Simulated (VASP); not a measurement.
Method: PBE GGA, VASP's PBE PAW potentials (set 64) (plane waves; VASP).

VASP ran on this input.

KPOINTS:
```
Automatic mesh
0
Gamma
12 12 12
0 0 0
```

File POSCAR:
```
AuZn
1
    3.0185600337     0.0000000000     0.0000000000
    0.0000000000     3.0185600337     0.0000000000
   -0.0000000000    -0.0000000000     3.0185600337
Zn Au
1 1
Direct
  0.5000000000   0.5000000000   0.5000000000
  0.0000000000   0.0000000000   0.0000000000
```

### INCAR
```
SYSTEM = AuZn
PREC = Accurate; ENCUT = 500; LREAL = F
LASPH = T
EDIFF = 1E-6; NELM = 100; ALGO = Normal
LMAXMIX = 6
ISMEAR = 1; SIGMA = 0.1
GGA = PE
IBRION = 2; NSW = 40; ISIF = 3
EDIFFG = -0.02; PSTRESS = 300
LWAVE = F; LCHARG = F
```

POTCAR, in this order: Zn Au (PBE.64 set). Program: vasp_std.

Output

### OSZICAR
```
       N       E                     dE             d eps       ncg     rms          rms(c)
DAV:   1     0.126110227248E+03    0.12611E+03   -0.11665E+04  2600   0.202E+03
DAV:   2    -0.101194841530E+01   -0.12712E+03   -0.12362E+03  2632   0.347E+02
DAV:   3    -0.484671781387E+01   -0.38348E+01   -0.38204E+01  3059   0.694E+01
DAV:   4    -0.486926024229E+01   -0.22542E-01   -0.22541E-01  2982   0.461E+00
DAV:   5    -0.486950886835E+01   -0.24863E-03   -0.24862E-03  3122   0.489E-01    0.123E+01
DAV:   6    -0.441430285066E+01    0.45521E+00   -0.13460E+00  2604   0.141E+01    0.736E+00
DAV:   7    -0.437629246941E+01    0.38010E-01   -0.58274E-02  3202   0.531E+00    0.339E+00
DAV:   8    -0.436790546482E+01    0.83870E-02   -0.89610E-03  2919   0.122E+00    0.167E-01
DAV:   9    -0.436788313658E+01    0.22328E-04   -0.22419E-04  3082   0.464E-01    0.619E-02
DAV:  10    -0.436789623638E+01   -0.13100E-04   -0.31008E-05  2772   0.594E-02    0.263E-02
DAV:  11    -0.436789727026E+01   -0.10339E-05   -0.43511E-07  1862   0.134E-02    0.357E-03
DAV:  12    -0.436789718011E+01    0.90158E-07   -0.19860E-07  1421   0.838E-03
   1 F= 0.78213716E+00 E0= 0.78228822E+00  d E =0.782137E+00
```

OUTCAR:
```
------------------------ aborting loop because EDIFF is reached ----------------------------------------
  FORCE on cell =-STRESS in cart. coord.  units (eV):
  Direction    XX          YY          ZZ          XY          YZ          ZX
  --------------------------------------------------------------------------------------
  Total        5.1279637      5.1279637      5.1279637      0.0000000     -0.0000000      0.0000000
  in kB      298.7143377    298.7143377    298.7143377      0.0000000     -0.0000000      0.0000000
  external PRESSURE =      -1.2856623 kB  Pullay stress =     300.0000000 kB
  volume of cell :       27.50
      direct lattice vectors                 reciprocal lattice vectors
     3.018560034  0.000000000  0.000000000     0.331283787  0.000000000  0.000000000
     0.000000000  3.018560034  0.000000000     0.000000000  0.331283787  0.000000000
     0.000000000  0.000000000  3.018560034     0.000000000  0.000000000  0.331283787
 POSITION                                       TOTAL-FORCE (eV/Angst)
 -----------------------------------------------------------------------------------
      1.50928      1.50928      1.50928         0.000000      0.000000      0.000000
      0.00000      0.00000      0.00000         0.000000      0.000000      0.000000
 -----------------------------------------------------------------------------------
    total drift:                                0.000000      0.000000     -0.000000
  FREE ENERGIE OF THE ION-ELECTRON SYSTEM (eV)
  ---------------------------------------------------
  free  energy   TOTEN  =        -4.3678971801 eV

  energy  without entropy=       -4.3674440054  energy(sigma->0) =       -4.36774612
  enthalpy is  TOTEN    =         0.7821371629 eV   P V=        5.1500343430

 reached required accuracy - stopping structural energy minimisation
```
(Selected blocks of OUTCAR.)

File OUTCAR:
```
 val. band max:        8.8277409976   @ k =   0.3333   0.3333   0.0000

 cond. band min:       8.8583893023   @ k =   0.5000   0.4167   0.2500


 Fermi energy:         8.8467233407

 k-point     1 :       0.0000    0.0000    0.0000
  band No.  band energies     occupation
      1      -3.1058      2.00000
      2      -0.1153      2.00000
      3      -0.1153      2.00000
      4       0.9323      2.00000
      5       0.9323      2.00000
      6       0.9323      2.00000
      7       2.8451      2.00000
      8       2.8451      2.00000
      9       4.7986      2.00000
     10       4.7986      2.00000
     11       4.7986      2.00000
     12      13.9347      0.00000
     13      13.9347      0.00000
     14      13.9347      0.00000
     15      19.2933      0.00000

 k-point     2 :       0.0833    0.0000    0.0000
  band No.  band energies     occupation
      1      -2.9688      2.00000
      2      -0.0755      2.00000
      3      -0.0633      2.00000
      4       0.9316      2.00000
      5       0.9316      2.00000
      6       0.9475      2.00000
      7       2.8117      2.00000
      8       2.8797      2.00000
      9       4.6751      2.00000
     10       4.6751      2.00000
     11       4.7827      2.00000
     12      13.0143      0.00000
     13      14.2094      0.00000
     14      14.2094      0.00000
     15      19.8137      0.00000

 k-point     3 :       0.1667    0.0000    0.0000
  band No.  band energies     occupation
      1      -2.5674      2.00000
      2       0.0391      2.00000
      3       0.0774      2.00000
      4       0.9311      2.00000
      5       0.9311      2.00000
      6       0.9898      2.00000
      7       2.7144      2.00000
      8       2.9746      2.00000
      9       4.3585      2.00000
     10       4.3585      2.00000
     11       4.7386      2.00000
     12      11.2101      0.00000
     13      14.9790      0.00000
     14      14.9790      0.00000
     15      20.2707      0.00000
...
```

Unless said otherwise, spin-orbit coupling is left out, though it shifts the bands of the heavy elements here.

The compound is AuZn in the CsCl type structure. It was relaxed first under an external pressure of 30 GPa. The electron count is odd and the run is not spin-polarised, which forces a metal.
